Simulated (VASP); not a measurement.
Output of a VASP run:

OSZICAR:
```
       N       E                     dE             d eps       ncg     rms          rms(c)
DAV:   1    -0.382681259095E+01   -0.38268E+01   -0.17985E+03  4056   0.548E+02
DAV:   2    -0.845014178444E+01   -0.46233E+01   -0.45796E+01  6000   0.516E+01
DAV:   3    -0.847419841279E+01   -0.24057E-01   -0.23956E-01  5028   0.408E+00
DAV:   4    -0.847421014712E+01   -0.11734E-04   -0.11481E-04  5850   0.793E-02
DAV:   5    -0.847421015166E+01   -0.45446E-08   -0.35729E-08  4950   0.739E-04    0.128E+00
DAV:   6    -0.843522356443E+01    0.38987E-01   -0.28298E-03  4620   0.504E-01    0.770E-01
DAV:   7    -0.841736397908E+01    0.17860E-01   -0.46788E-03  4602   0.630E-01    0.202E-02
DAV:   8    -0.841735543838E+01    0.85407E-05   -0.11368E-05  6132   0.388E-02    0.533E-03
DAV:   9    -0.841735394115E+01    0.14972E-05   -0.55863E-07  4680   0.830E-03    0.493E-04
DAV:  10    -0.841735395824E+01   -0.17090E-07   -0.16325E-09  3642   0.460E-04
   1 F= -.84173540E+01 E0= -.84173540E+01  d E =0.000000E+00
```

OUTCAR:
```
------------------------ aborting loop because EDIFF is reached ----------------------------------------
  FORCE on cell =-STRESS in cart. coord.  units (eV):
  Direction    XX          YY          ZZ          XY          YZ          ZX
  --------------------------------------------------------------------------------------
  Total       -0.0816766     -0.0816766      0.1566662      0.0000000      0.0000000      0.0000000
  in kB       -8.6344443     -8.6344429     16.5619792      0.0000000      0.0000000      0.0000000
  external PRESSURE =      -0.2356360 kB  Pullay stress =       0.0000000 kB
  volume of cell :       15.16
      direct lattice vectors                 reciprocal lattice vectors
     1.116604767 -1.934016026  0.000000000     0.447786016 -0.258529399  0.000000000
     1.116604767  1.934016026  0.000000000     0.447786016  0.258529399  0.000000000
     0.000000000  0.000000000  3.509006910     0.000000000  0.000000000  0.284980915
 POSITION                                       TOTAL-FORCE (eV/Angst)
 -----------------------------------------------------------------------------------
      1.11660      0.64467      0.87725        -0.000000     -0.000000      0.000000
      1.11660     -0.64467      2.63176         0.000000      0.000000      0.000000
 -----------------------------------------------------------------------------------
    total drift:                                0.000000     -0.000002      0.000005
  FREE ENERGIE OF THE ION-ELECTRON SYSTEM (eV)
  ---------------------------------------------------
  free  energy   TOTEN  =        -8.4173539582 eV

  energy  without entropy=       -8.4173539582  energy(sigma->0) =       -8.41735396

 total charge

# of ion       s       p       d       tot
------------------------------------------
    1        0.412   0.807   0.000   1.219
    2        0.412   0.807   0.000   1.219
--------------------------------------------------
tot          0.824   1.614   0.000   2.437
```
(Selected blocks of OUTCAR.)

POSCAR:
```
Be
1
    1.1166047665    -1.9340160257     0.0000000000
    1.1166047665     1.9340160257    -0.0000000000
   -0.0000000000    -0.0000000000     3.5090069100
Be
2
Direct
  0.3333330000   0.6666670000   0.2500000000
  0.6666670000   0.3333330000   0.7500000000
```

Task: Write an INCAR and KPOINTS that could have produced this output.

Result: This is not unique; one that fits is the input of the run itself, LDA (Ceperley-Alder, Perdew-Zunger), plane waves, VASP's LDA PAW potentials (set 64).

**INCAR**
```
ALGO = Normal
EDIFF = 1E-7
ENCUT = 520
ISIF = 2
ISMEAR = -5
LASPH = .TRUE.
LCHARG = .TRUE.
LORBIT = 11
LREAL = .FALSE.
LWAVE = .FALSE.
NEDOS = 601
NELM = 100
PREC = Accurate
SYSTEM = Be
```

**KPOINTS**
```
Automatic mesh
0
Gamma
21 21 12
0 0 0
```

POTCAR, in this order: Be (LDA.64 set). Program: vasp_std.

For a metal the tetrahedron method with Blöchl corrections gives inexact stress and forces.

The compound is Be in the hcp structure. It was relaxed first, which changed the volume by -7 %.
